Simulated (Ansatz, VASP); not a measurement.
# One calculation of Ga3BAs4, two programs

File INCAR:

```
SYSTEM = Ga3BAs4
  PREC = Accurate
  ENCUT = 520
  EDIFF = 1E-6
  ISMEAR = 0
  SIGMA = 0.1
  LREAL = .False.
  LASPH = .True.
  NELM = 80
  ALGO = Normal
  ISIF = 2
  LWAVE = .False.
  LCHARG = .False.
  GGA = PE
  NBANDS = 41
```

File KPOINTS:

```
Automatic mesh
0
Gamma
  4 4 4
  0 0 0
```

File POSCAR:

```
Ga3BAs4
1.0
    5.4157579200      0.0000000000      0.0000000000
    0.0000000000      5.4157579200      0.0000000000
    0.0000000000      0.0000000000      5.4157579200
Ga B As
3 1 4
Direct
    0.0000000000      0.0000000000      0.5000000000
    0.0000000000      0.5000000000      0.0000000000
    0.5000000000      0.0000000000      0.0000000000
    0.5000000000      0.5000000000      0.5000000000
    0.7500000000      0.7500000000      0.7500000000
    0.7500000000      0.2500000000      0.2500000000
    0.2500000000      0.7500000000      0.2500000000
    0.2500000000      0.2500000000      0.7500000000
```

Input for Ansatz:

```yaml
crystal:
  lattice:
    - [5.41575792, 0.0, 0.0]
    - [0.0, 5.41575792, 0.0]
    - [0.0, 0.0, 5.41575792]
  atoms:
    - { symbol: Ga, position: [0.0, 0.0, 0.5] }
    - { symbol: Ga, position: [0.0, 0.5, 0.0] }
    - { symbol: Ga, position: [0.5, 0.0, 0.0] }
    - { symbol: B, position: [0.5, 0.5, 0.5] }
    - { symbol: As, position: [0.75, 0.75, 0.75] }
    - { symbol: As, position: [0.75, 0.25, 0.25] }
    - { symbol: As, position: [0.25, 0.75, 0.25] }
    - { symbol: As, position: [0.25, 0.25, 0.75] }
basis:
  ecutwfc: 420
kpoints:
  mp_grid: { grid: [4, 4, 4] }
hamiltonian:
  xc: pbe
scf:
  occupations: { method: gaussian, width: 0.1 }
  lower_state_search: "off"
output:
  forces: true
  stress: true
  eigenvalues: true
```

Alike in both runs: task single point; functional PBE; k mesh 4 × 4 × 4; occupations gaussian, width 0.1 eV; no spin polarisation.

|  | VASP | Ansatz |
| --- | --- | --- |
| version | VASP 6.6.1 | Ansatz 0.2.0 |
| potentials or method | VASP PAW PBE potentials, release 64 (Ga_d, B, As) | scalar-relativistic, plane waves, PAW |
| plane-wave cutoff (eV) | 520 | 420 |
| valence electrons in the cell | 62 | 102 |

|  | VASP | Ansatz | Ansatz less VASP |
| --- | --- | --- | --- |
| gap on the k mesh at the Fermi level (eV) | 0.43 | 0.43 | -0.004 |
| least direct gap on the mesh (eV) | 0.73 | 0.73 | -0.001 |
| pressure (GPa) | 7.1 | 6.8 | -0.24 |
| rms of the force components (eV/Å) | 1.041 | 1.037 | -0.0045 |

With one functional, cell and mesh, what is left measures potentials, basis and numerics. The two sets of potentials don't hold the same shells in valence.
